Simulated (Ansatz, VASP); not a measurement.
# Cross-check of TiO2 (Rutile) between VASP and Ansatz, part 3 of 3

One calculation is typed for both programs; each brings its own data sets. How far apart do they land? The cell is taken from a series of runs on this material, whose earlier steps may have relaxed, scaled, displaced or heated it; both programs get it as it stands.

VASP 6.6.1 and Ansatz 0.2.0.

So far: Set-up; VASP: zone-centre phonons, LDA.

### 3. Ansatz: zone-centre phonons, LDA

Level of this step: Ansatz beside VASP: Kohn-Sham DFT, plane waves, LDA (Ansatz).

Ansatz runs on its default PAW (the set named soft_2) files.

The same cell, functional (in two slightly different forms) and mesh now go to Ansatz, which takes its cutoff from its data sets.

Input file input.yaml:

```yaml
crystal:
  lattice:
    - [4.5480793183, 0.0, 0.0]
    - [0.0, 4.5480793183, 0.0]
    - [0.0, 0.0, 2.917151944]
  atoms:
    - { symbol: Ti, position: [0.0, 0.0, 0.0] }
    - { symbol: Ti, position: [0.5, 0.5, 0.5] }
    - { symbol: O, position: [0.3039664328, 0.3039664328, 0.0] }
    - { symbol: O, position: [0.1960335672, 0.8039664328, 0.5] }
    - { symbol: O, position: [0.6960335672, 0.6960335672, 0.0] }
    - { symbol: O, position: [0.8039664328, 0.1960335672, 0.5] }
kpoints:
  mp_grid: { grid: [6, 6, 8] }
hamiltonian:
  xc: lda
scf:
  occupations: { method: fixed }
output:
  eigenvalues: true
phonons:
  method: dfpt
  dielectric: true
  rigid_motions: translations
```

The run is started by

```sh
$ ansatz run input.yaml --threads 4 --pin off --max-ram 15360MiB --backend cpu --events-out ev --progress --plain --runs-dir out
```

Numbers of over 12 decimals in the logs are rounded to 6 here.

Log:

```text
Engine: ansatz 0.2.0, aarch64-unknown-linux-gnu
Pseudopotentials: kind: paw
Pseudopotential: Ti, paw, valence charge 12, recommended cutoff 420 eV (normal), Ti.paw.azcp
Pseudopotential: O, paw, valence charge 6, recommended cutoff 420 eV (normal), O.paw.azcp
Functional definition: SPW92
  exchange = slater_x
  correlation = pw_c
Crystal: 6 atoms, lattice volume = 60.341 Å³
Basis set: ecut = 420 eV, 1161 PW (Γ), exchange–correlation on 64×64×40 points (8 copies of the dense FFT grid, shifted against one another)
Bands: 30, of which v1, the nominal top of the filled ones, is band 24 counted from 1 (23 counted from 0)
Symmetry: 16 space group operations
k-points: 148 of 288 (irreducible under 1 space group operation, time reversal used)
Non-local potential: Ti, projectors of the file, l = 0: 3, l = 1: 2, l = 2: 3, l = 3: 1
Non-local potential: O, projectors of the file, l = 0: 2, l = 1: 2, l = 2: 1
PAW form: soft (Blöchl's): semilocal exchange-correlation on the pseudo side does not see the compensation charge
PAW frozen core: Ti, regenerated for the run's functional, and the local potential with it (the file was generated under x = pbe(κ = 0.804, μ = 0.219515), c = pbe(β = 0.066725))
PAW frozen core: O, regenerated for the run's functional, and the local potential with it (the file was generated under x = pbe(κ = 0.804, μ = 0.219515), c = pbe(β = 0.066725))
PAW one-centre angular grid: Ti, 590 points (default); XC on 64 Gauss nodes
PAW one-centre angular grid: O, 110 points (default); XC on 64 Gauss nodes
Initial density: superposition of atomic densities (neutral atoms: chi_scale 0, normalization atom), corrected by the library's trained network
Initial wavefunctions: pseudopotential atomic-orbital guess
Functional: x = slater, c = lda
SCF iter   1: F=—  HF=-7130.459410 eV  |F-HF|=—  |Δ(HF+E_count)|=         —  Δρ=2.32e-2  dr2=3.03e-1  ethr=1.77e-3  ⟨swp⟩=3.9  Hψ=16624  notcnv=0  defer=304
preconditioner: auto → Resta (q_TF=auto, 2.626 Å⁻¹)  ε∞=9.3  [insulator: Δε(μ)=1.606 eV  Ē_g=9.395 eV  n_scr=18 (ndim 8)  ℏωp=27.0 eV  f_vac=0.015  ε∞_Penn≈9.3]
SCF iter   2: F=—  HF=-7130.409875 eV  |F-HF|=—  |Δ(HF+E_count)|=   4.95e-2  Δρ=1.17e-2  dr2=6.29e-2  ethr=6.32e-4  ⟨swp⟩=2.1  Hψ=7560  notcnv=0  defer=523
SCF iter   3: F=—  HF=-7130.398135 eV  |F-HF|=—  |Δ(HF+E_count)|=   1.17e-2  Δρ=3.74e-3  dr2=5.78e-3  ethr=1.31e-4  ⟨swp⟩=2.0  Hψ=6333  notcnv=0  defer=543
SCF iter   4: F=—  HF=-7130.396589 eV  |F-HF|=—  |Δ(HF+E_count)|=   1.55e-3  Δρ=7.78e-4  dr2=2.74e-4  ethr=1.20e-5  ⟨swp⟩=2.1  Hψ=7589  notcnv=0  defer=591
SCF iter   5: F=—  HF=-7130.396558 eV  |F-HF|=—  |Δ(HF+E_count)|=   3.08e-5  Δρ=1.32e-4  dr2=1.12e-5  ethr=5.71e-7  ⟨swp⟩=2.0  Hψ=6114  notcnv=0  defer=325
SCF iter   6: F=—  HF=-7130.396558 eV  |F-HF|=—  |Δ(HF+E_count)|=   4.54e-7  Δρ=5.32e-5  dr2=1.47e-6  ethr=2.34e-8  ⟨swp⟩=2.5  Hψ=7968  notcnv=0  defer=218
SCF iter   7: F=—  HF=-7130.396558 eV  |F-HF|=—  |Δ(HF+E_count)|=   2.29e-7  Δρ=8.98e-6  dr2=5.17e-8  ethr=3.05e-9  ⟨swp⟩=2.5  Hψ=7253  notcnv=0  defer=218
SCF iter   8: F=—  HF=-7130.396558 eV  |F-HF|=—  |Δ(HF+E_count)|=   3.26e-9  Δρ=2.32e-6  dr2=4.37e-9  ethr=1.08e-10  ⟨swp⟩=2.6  Hψ=8091  notcnv=0  defer=218
SCF iter   9: F=—  HF=-7130.396558 eV  |F-HF|=—  |Δ(HF+E_count)|=  5.26e-10  Δρ=4.30e-7  dr2=1.24e-10  ethr=9.10e-12  ⟨swp⟩=2.0  Hψ=5730  notcnv=0  defer=218
SCF iter  10: F=-7130.396558 eV  HF=-7130.396558 eV  |F-HF|=1.82e-12  |Δ(HF+E_count)|=  3.64e-12  Δρ=7.43e-8  dr2=3.46e-12  ethr=1.00e-12  ⟨swp⟩=10.5  Hψ=22016  notcnv=0
SCF 1 converged in 10 iterations: F = -7130.396558 eV  dr2 = 3.46e-12
  greatest PAW one-centre occupation: 0.999 electrons in one spin orbital (limit 2), on the Ti atom at site 1 (counted from 0), in its partial waves of l = 0
DFPT response loops at Γ: preconditioner auto → Resta (q_TF=auto, 2.626 Å⁻¹)  ε∞=5.7 (no band partly filled); β = 1.00, the filter's whole step (`scf.mixing.beta` (0.50) is not read by the response loops at its default; to damp them type it under 1.00, their step now; it binds the ground state too); Broyden in place of MSR1
── the response to a field inside a basis, on 6×6×8 k-points: an SCF that follows is theirs, and a resumed run solves both again ──
Bands: 25, of which v1, the nominal top of the filled ones, is band 24 counted from 1 (23 counted from 0)
k-points: 24 of 288
Initial density: handed on by an earlier stage of this run
Initial wavefunctions: pseudopotential atomic-orbital guess (no wavefunctions were taken with the density)
Eigensolver: Dense (24 Hₖ)
SCF iter   1: F=—  HF=-7130.395343 eV  |F-HF|=—  |Δ(HF+E_count)|=         —  Δρ=7.44e-4  dr2=6.08e-5  ethr=1.00e-1
preconditioner: auto → Resta (q_TF=auto, 2.626 Å⁻¹)  ε∞=10.6  [insulator: Δε(μ)=2.029 eV  Ē_g=8.731 eV  n_scr=18 (ndim 8)  ℏωp=27.0 eV  f_vac=0.008  ε∞_Penn≈10.6]
SCF iter   2: F=—  HF=-7130.395322 eV  |F-HF|=—  |Δ(HF+E_count)|=   2.02e-5  Δρ=3.41e-4  dr2=2.53e-5  ethr=1.27e-7
SCF iter   3: F=—  HF=-7130.395318 eV  |F-HF|=—  |Δ(HF+E_count)|=   4.22e-6  Δρ=1.76e-4  dr2=4.72e-6  ethr=5.28e-8
SCF iter   4: F=—  HF=-7130.395317 eV  |F-HF|=—  |Δ(HF+E_count)|=   1.07e-6  Δρ=2.56e-5  dr2=2.19e-7  ethr=9.84e-9
SCF iter   5: F=-7130.395317 eV  HF=-7130.395317 eV  |F-HF|=8.40e-9  |Δ(HF+E_count)|=   5.94e-8  Δρ=4.46e-6  dr2=1.62e-8  ethr=4.56e-10
SCF 1 converged in 5 iterations: F = -7130.395317 eV  dr2 = 1.62e-8
DFPT response loops at Γ: preconditioner auto → Resta (q_TF=auto, 2.626 Å⁻¹)  ε∞=5.4 (no band partly filled); β = 1.00, the filter's whole step (`scf.mixing.beta` (0.50) is not read by the response loops at its default; to damp them type it under 1.00, their step now; it binds the ground state too); Broyden in place of MSR1
SCF converged after 10 iterations
Free energy (F): -7130.396558 eV
Harris-Foulkes:  -7130.396558 eV  (|F-HF|=1.82e-12)
Internal energy: -7130.396558 eV  (E = F + TS)
E sigma→0 (E₀):  -7130.396558 eV
Fermi energy:    9.274506 eV
--- Per-component energies (eV) ---
  E_band       = -378.111770
  E_kinetic    = 1245.380390
  E_local      = -3034.859745  (includes V_loc(G=0)·N_el)
  E_nonlocal   = 212.019309
  E_hartree    = 1150.827830
  E_xc         = -486.334842
  E_vxc        = -620.149160  (∫ρ·V_xc dr)
  E_paw        = -2581.376484  (= ΣΔE_a)
  E_vpaw       = -482.168624  (= ΣTr[D̂ρ^β])
  E_aug_tail   = 0.010408  (compensation charges beyond the density's cutoff)
  E_ewald      = -3637.103011
  E_core_change = 1.039587  (= ΣΔE_core)
  E_smearing   = -0.000000  (= −TS)
  E_closure    = 0.000000  (closes the sum)
  Σ components = -7130.396558   (vs F -7130.396558, Δ=0.00e0)
--- Band table (eV; the first three rows and the last of 148) ---
  k-point 0: bands = [... 20 lower, 8.5863, 8.8064, 8.8064, 9.2745, 11.1327, 11.4149, 11.7198, 11.8346, ... 2 higher]
  k-point 1: bands = [... 20 lower, 7.9213, 8.4803, 8.4803, 9.1886, 11.5415, 11.5869, 11.6118, 12.0444, ... 2 higher]
  k-point 2: bands = [... 20 lower, 7.4454, 7.7220, 7.7220, 8.7615, 11.5327, 11.8776, 12.1954, 12.5025, ... 2 higher]
  k-point 147: bands = [... 20 lower, 7.8939, 7.8939, 8.5979, 8.5979, 11.9242, 11.9242, 12.5510, 12.5510, ... 2 higher]
--- Phonons (Γ-DFPT): 4 representative perturbations + reference, on 148 of 288 k-points (Σ response iterations 15) ---
  k mesh reduced under 1 symmetry operation, with k and −k counted as one. Each operation leaves every solved perturbation unchanged. A smaller set is not considered because the run solves the response to a homogeneous field
  ASR residual: 3.091e-5 → 0.000e0 eV/Å²; symmetrization residual: 1.756e-6 eV/Å²
  ASR residual per site (eV/Å²): 1.16e-5 1.16e-5 3.09e-5 3.09e-5 3.09e-5 3.09e-5
  Γ frequencies (cm⁻¹): 0.00 0.00 0.00 94.36 116.91 126.65 126.65 137.06 380.98 380.98 389.62 419.61 463.04 463.04 485.95 485.95 609.16 817.35
  ε∞ (high-frequency dielectric tensor):
        7.473372     0.000000     0.000000
        0.000000     7.473372     0.000000
        0.000000     0.000000     8.829503
  ε⁰ (static dielectric tensor: ions relaxed, cell fixed):
      205.711196     0.000000     0.000000
        0.000000   205.711196     0.000000
        0.000000     0.000000   371.875751
  ε⁰ − ε∞ (ionic part):
      198.237824     0.000000     0.000000
        0.000000   198.237824     0.000000
        0.000000     0.000000   363.046248
  softest optical mode at Γ: 94.36 cm⁻¹; the repairs (sum rule, projections) moved no ω² at Γ by more than (1.03 cm⁻¹)²
  Born effective charges Z* (e; rows j = field, columns β = displacement):
    site 0:
         6.31810    1.00162    0.00000
         1.00162    6.31810    0.00000
         0.00000    0.00000    7.63836
    site 1:
         6.31810   -1.00162    0.00000
        -1.00162    6.31810    0.00000
         0.00000    0.00000    7.63836
    site 2:
        -3.15905   -1.79899   -0.00000
        -1.79899   -3.15905   -0.00000
        -0.00000   -0.00000   -3.81918
    site 3:
        -3.15905    1.79899   -0.00000
         1.79899   -3.15905   -0.00000
        -0.00000   -0.00000   -3.81918
    site 4:
        -3.15905   -1.79899   -0.00000
        -1.79899   -3.15905   -0.00000
        -0.00000   -0.00000   -3.81918
    site 5:
[...]
Z* charge neutrality: 7.782e-3 e pre-enforcement
  solved inside a basis spanned on kpoints, on 6×6×8 k-points, its susceptibility summed on 10×10×14: ε∞ is read to err by 2.6e-2, Z* by 4.3e-2 e (field_mesh: kpoints solves on kpoints); Z* is corrected for what the basis lacks
  optical modes at Γ without the LO–TO term, one row a degenerate level:
      ω (cm⁻¹)  modes    IR ((D/Å)²/amu)
[...]
optical modes at Γ + LO–TO along q̂ = [1.0000, 0.0000, 0.0000]:
      ω (cm⁻¹)  modes    IR ((D/Å)²/amu)
[...]
optical modes at Γ + LO–TO along q̂ = [0.0000, 1.0000, 0.0000]:
      ω (cm⁻¹)  modes    IR ((D/Å)²/amu)
[...]
optical modes at Γ + LO–TO along q̂ = [0.0000, 0.0000, 1.0000]:
      ω (cm⁻¹)  modes    IR ((D/Å)²/amu)
[...]
380.98      2            15.1806
        389.62      1             0.0000
        419.61      1             0.0000
        463.04      2             0.0000
        485.95      2            40.6887
        609.16      1             0.0000
        758.69      1           140.3750
        817.35      1             0.0000
```

### 4. Differences

Known differences besides the potentials themselves: the two LDA forms differ slightly; fixed occupations in Ansatz, narrow Gaussian smearing in VASP; VASP's response is taken on the typed mesh, Ansatz refines its own for the field response alone; the cutoff is 420 eV in Ansatz and 600 eV in VASP; VASP's log shows a relativistic correction to its local exchange, Ansatz's none. Total energies have different zeros and are not compared.

The two programs side by side:

```
                                     quantity  Ansatz   VASP  difference
                                        ε∞ xx    7.47   7.53     -0.77 %
                                        ε∞ yy    7.47   7.53     -0.77 %
                                        ε∞ zz    8.83   8.93     -1.08 %
Born charge of Ti1 (mean of the diagonal) (e)    6.76   6.78       -0.02
 Born charge of O3 (mean of the diagonal) (e)   -3.38  -3.39       +0.01
                        optical mode 1 (cm⁻¹)    94.4  112.1    -15.84 %
                        optical mode 2 (cm⁻¹)   116.9  132.8    -11.95 %
                   optical mode 3 to 4 (cm⁻¹)   126.7  151.0    -16.15 %
                        optical mode 5 (cm⁻¹)   137.1  154.5    -11.31 %
                   optical mode 6 to 7 (cm⁻¹)   381.0  387.1     -1.58 %
                        optical mode 8 (cm⁻¹)   389.6  399.5     -2.46 %
                        optical mode 9 (cm⁻¹)   419.6  418.5     +0.27 %
                 optical mode 10 to 11 (cm⁻¹)   463.0  468.6     -1.20 %
                 optical mode 12 to 13 (cm⁻¹)   485.9  493.5     -1.53 %
                       optical mode 14 (cm⁻¹)   609.2  617.8     -1.39 %
                       optical mode 15 (cm⁻¹)   817.4  821.4     -0.49 %
```

Modes are paired by rising frequency, not by their patterns, so a pair may set unlike modes beside each other; they are those without the splitting of longitudinal modes.

### 5. Summary of results

```json
{
 "r.m.s. difference of the optical zone-centre modes, each program's sorted by frequency (zone-centre phonons, LDA)": "13 cm⁻¹",
 "difference in optical mode 3 to 4 (zone-centre phonons, LDA)": "-16.1 %"
}
```

In words: The r.m.s. difference of the optical zone-centre modes, each program's sorted by frequency is 13 cm⁻¹ (zone-centre phonons, LDA). Among the rows given in per cent, the largest difference of the zone-centre phonons, LDA pair is in optical mode 3 to 4, -16.1 %. What causes the difference of the zone-centre phonons, LDA pair stays open here. How closely two codes agree says nothing of how well the functional describes the real material.

[Lines on the potential files, build, host, timing and source positions are cut from VASP's logs without a mark.]

[Logs are printed without paths, hosts, clocks, repeated set-up lines and the standing remarks that a program may print on its own settings, such as how far it seeks lower states.]

[Hosts, paths, dates, database ids (printed as entryN), source tags and the programs' standing remarks are cut or masked in the printed files.]
